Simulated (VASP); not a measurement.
Method: PBEsol GGA, VASP's PBE PAW potentials (set 64) (plane waves; VASP).

Input for VASP

### INCAR
```
ALGO=Normal   ! blocked Davidson
LCHARG=.FALSE.
LREAL=.FALSE.   ! projection in real space or not
NELM=100
EDIFFG=-0.02   ! ionic stop
ENCUT=520   ! plane-wave cut-off (eV)
ISMEAR=1   ! Methfessel-Paxton
LASPH=.TRUE.
ISIF=3   ! ions, shape and volume
NSW=60   ! most ionic steps
SYSTEM=CuF
PREC=Accurate
GGA=PS
SIGMA=0.1   ! width (eV)
LWAVE=.FALSE.
IBRION=2
LMAXMIX=4   ! l cut-off of mixed one-centre charges
EDIFF=1E-6   ! SCF stop (eV)
```

File KPOINTS:
```
Automatic mesh
0
Gamma
10 10 5
0 0 0
```

### POSCAR
```
CuF
1
    3.1326518779     0.0000000000     0.0000000000
   -1.5663259389     2.7129560814     0.0000000000
    0.0000000000     0.0000000000     5.3160570933
Cu F
2 2
Direct
  0.0000000000   0.0000000000   0.0000000000
  0.0000000000   0.0000000000   0.5000000000
  0.3333330000   0.6666670000   0.2500000000
  0.6666670000   0.3333330000   0.7500000000
```

POTCAR, in this order: Cu F (PBE.64 set). Program: vasp_std.

The resulting files:

OUTCAR:
```
 ion  position               nearest neighbor table
   1  0.000  0.000  0.000-   3 2.24   4 2.24   3 2.24   4 2.24   4 2.24   3 2.24   2 2.66   2 2.66
  LATTYP: Found a hexagonal cell.
 ALAT       =     3.1326518779
 C/A-ratio  =     1.6969830356
 Subroutine PRICEL returns:
 Original cell was already a primitive cell.
 Subroutine GETGRP returns: Found 24 space group operations
The static configuration has the point symmetry D_3d.
 The point group associated with its full space group is D_6h.
The dynamic configuration has the point symmetry D_3d.
 Subroutine INISYM returns: Found 24 space group operations
 Subroutine IBZKPT returns following result:
 Found     42 irreducible k-points:

 Following reciprocal coordinates:
            Coordinates               Weight
  0.000000  0.000000  0.000000      1.000000
  0.100000 -0.000000  0.000000      6.000000
  0.200000 -0.000000  0.000000      6.000000
  0.300000  0.000000  0.000000      6.000000
  0.400000  0.000000  0.000000      6.000000
  0.500000 -0.000000  0.000000      3.000000
  0.100000  0.100000  0.000000      6.000000
  0.200000  0.100000  0.000000     12.000000
  0.300000  0.100000  0.000000     12.000000
  0.400000  0.100000  0.000000     12.000000
  0.200000  0.200000  0.000000      6.000000
  0.300000  0.200000  0.000000     12.000000
  0.400000  0.200000  0.000000      6.000000
  0.300000  0.300000  0.000000      6.000000
  0.000000  0.000000  0.200000      2.000000
  0.100000 -0.000000  0.200000     12.000000
  0.200000 -0.000000  0.200000     12.000000
  0.300000  0.000000  0.200000     12.000000
  0.400000  0.000000  0.200000     12.000000
  0.500000 -0.000000  0.200000      6.000000
  0.100000  0.100000  0.200000     12.000000
  0.200000  0.100000  0.200000     24.000000
  0.300000  0.100000  0.200000     24.000000
...
```

### OSZICAR
```
       N       E                     dE             d eps       ncg     rms          rms(c)
DAV:   1     0.353745861212E+03    0.35375E+03   -0.18310E+04  1920   0.256E+03
DAV:   2     0.308487783318E+02   -0.32290E+03   -0.31051E+03  1910   0.458E+02
DAV:   3    -0.154697270032E+02   -0.46319E+02   -0.45081E+02  2476   0.198E+02
DAV:   4    -0.167886427386E+02   -0.13189E+01   -0.12972E+01  2370   0.353E+01
DAV:   5    -0.168087117672E+02   -0.20069E-01   -0.20063E-01  2320   0.390E+00    0.763E+00
DAV:   6    -0.161606664208E+02    0.64805E+00   -0.12301E+01  2590   0.674E+01    0.653E+00
DAV:   7    -0.154574089210E+02    0.70326E+00   -0.34352E+00  2654   0.443E+01    0.174E+00
DAV:   8    -0.154607234279E+02   -0.33145E-02   -0.31899E-01  2444   0.482E+00    0.618E-01
DAV:   9    -0.154509455894E+02    0.97778E-02   -0.19922E-02  2464   0.223E+00    0.178E-01
DAV:  10    -0.154508270798E+02    0.11851E-03   -0.70723E-03  2816   0.135E+00    0.117E-01
DAV:  11    -0.154507297015E+02    0.97378E-04   -0.11416E-03  2828   0.649E-01    0.489E-02
DAV:  12    -0.154506940455E+02    0.35656E-04   -0.16546E-04  2340   0.132E-01    0.124E-02
DAV:  13    -0.154506937139E+02    0.33165E-06   -0.23447E-05  2526   0.437E-02    0.312E-03
DAV:  14    -0.154506938941E+02   -0.18022E-06   -0.10903E-06  1166   0.127E-02
   1 F= -.15450694E+02 E0= -.15450837E+02  d E =-.154507E+02
       N       E                     dE             d eps       ncg     rms          rms(c)
DAV:   1    -0.154562568808E+02   -0.55632E-02   -0.10138E-01  2190   0.524E+00    0.607E-01
DAV:   2    -0.154519447165E+02    0.43122E-02   -0.44786E-02  2208   0.363E+00    0.199E-01
DAV:   3    -0.154509132877E+02    0.10314E-02   -0.80949E-03  2354   0.193E+00    0.110E-01
DAV:   4    -0.154507728382E+02    0.14045E-03   -0.28197E-04  2674   0.363E-01    0.531E-02
DAV:   5    -0.154507238186E+02    0.49020E-04   -0.11451E-04  2932   0.188E-01    0.178E-02
DAV:   6    -0.154507184133E+02    0.54052E-05   -0.15546E-05  2688   0.698E-02    0.490E-03
DAV:   7    -0.154507186413E+02   -0.22792E-06   -0.16479E-06  1288   0.122E-02
   2 F= -.15450719E+02 E0= -.15450870E+02  d E =-.247471E-04
```

OUTCAR:
```
------------------------ aborting loop because EDIFF is reached ----------------------------------------
  FORCE on cell =-STRESS in cart. coord.  units (eV):
  Direction    XX          YY          ZZ          XY          YZ          ZX
  --------------------------------------------------------------------------------------
  Total       -0.0519033     -0.0519032     -0.0536669     -0.0000000      0.0000000      0.0000000
  in kB       -1.8349720     -1.8349720     -1.8973230     -0.0000000      0.0000000      0.0000000
  external PRESSURE =      -1.8557556 kB  Pullay stress =       0.0000000 kB
  volume of cell :       45.32
      direct lattice vectors                 reciprocal lattice vectors
     3.135667775  0.000000000  0.000000000     0.318911336  0.184123548  0.000000000
    -1.567833887  2.715567925  0.000000000    -0.000000000  0.368247095  0.000000000
     0.000000000  0.000000000  5.322123906     0.000000000  0.000000000  0.187894911
 POSITION                                       TOTAL-FORCE (eV/Angst)
 -----------------------------------------------------------------------------------
      3.13567      0.00000      0.00000         0.000000      0.000000      0.000000
      3.13567      0.00000      2.66106         0.000000      0.000000      0.000000
     -0.00000      1.81038      1.33053        -0.000000      0.000000      0.000000
      1.56784      0.90519      3.99159         0.000000     -0.000000     -0.000000
 -----------------------------------------------------------------------------------
    total drift:                                0.000000     -0.000000     -0.000000
  FREE ENERGIE OF THE ION-ELECTRON SYSTEM (eV)
  ---------------------------------------------------
  free  energy   TOTEN  =       -15.4507186413 eV

  energy  without entropy=      -15.4511731825  energy(sigma->0) =      -15.45087015

 reached required accuracy - stopping structural energy minimisation
```
(Selected blocks of OUTCAR.)

### CONTCAR
```
CuF
   1.00000000000000
     3.1356677749526507    0.0000000000000556    0.0000000000000000
    -1.5678338874262290    2.7155679247874582    0.0000000000000000
     0.0000000000000000    0.0000000000000000    5.3221239064257109
  Cu              F
     2     2
Direct
     1.0000000000000000    0.0000000000000000    0.0000000000000000
     1.0000000000000000    0.0000000000000000    0.5000000000000000
     0.3333330000000032    0.6666669999999968    0.2500000000000000
     0.6666669999999968    0.3333330000000032    0.7500000000000000
```

The structure was generated: CuF was put into the NiAs type type (P6_3/mmc), which need not be its known phase. This run relaxes it. Symmetry was kept, so distortions that lower it aren't found. The start is the result of an earlier pass.
